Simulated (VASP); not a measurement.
Input of a VASP 6.6.1 run:

File INCAR:

```
PREC = Accurate ; ENCUT = 520
EDIFF = 1E-6 ; ISMEAR = 0
SIGMA = 0.1 ; LREAL = False
LASPH = True ; NELM = 120
ALGO = Normal ; ISIF = 3
LWAVE = False ; LCHARG = False
GGA = PE ; IBRION = 2
NSW = 90 ; EDIFFG = -0.01
KPAR = 4
```

The input KPOINTS:

```
regular mesh
0
Gamma
  10 10 4
```

Contents of POSCAR:

```
Ta2SiN2
1.0
    3.4838993200      0.0000000000      0.0000000000
   -1.7419496600      3.0171453200      0.0000000000
    0.0000000000      0.0000000000     12.8070000000
Ta Si N
4 2 4
Direct
    0.6666666700      0.3333333300      0.1061138400
    0.3333333300      0.6666666700      0.8938861600
    0.3333333300      0.6666666700      0.6061138400
    0.6666666700      0.3333333300      0.3938861600
    0.0000000000      0.0000000000      0.2500000000
    0.0000000000      0.0000000000      0.7500000000
    0.6666666700      0.3333333300      0.9348012800
    0.3333333300      0.6666666700      0.0651987200
    0.3333333300      0.6666666700      0.4348012800
    0.6666666700      0.3333333300      0.5651987200
```

Potentials or basis: VASP PAW PBE potentials, release 64 (Ta_pv, Si, N).

Command:

```sh
$ cat potpaw_PBE.64/Ta_pv/POTCAR potpaw_PBE.64/Si/POTCAR potpaw_PBE.64/N/POTCAR > POTCAR
$ mpirun -np 4 vasp_std > vasp.out
```

Q: Estimate the band gap on the k mesh.

A: None (metal or under the smearing width).

Q: Predict the space group after relaxing (to 0.05 Å).

A: P6_3/mmc (No. 194).

Final structure:
```
Ta Si N
1.0
     3.48439    0.00000    0.00000
    -1.74220    3.01757    0.00000
     0.00000    0.00000   12.77866
Ta Si N
4 2 4
Direct
  0.66667 0.33333 0.10683
  0.33333 0.66667 0.89317
  0.33333 0.66667 0.60683
  0.66667 0.33333 0.39317
  0.00000 0.00000 0.25000
  0.00000 0.00000 0.75000
  0.66667 0.33333 0.93490
  0.33333 0.66667 0.06510
  0.33333 0.66667 0.43490
  0.66667 0.33333 0.56510
```

Spin-orbit coupling is left out, which matters for the levels of Ta.
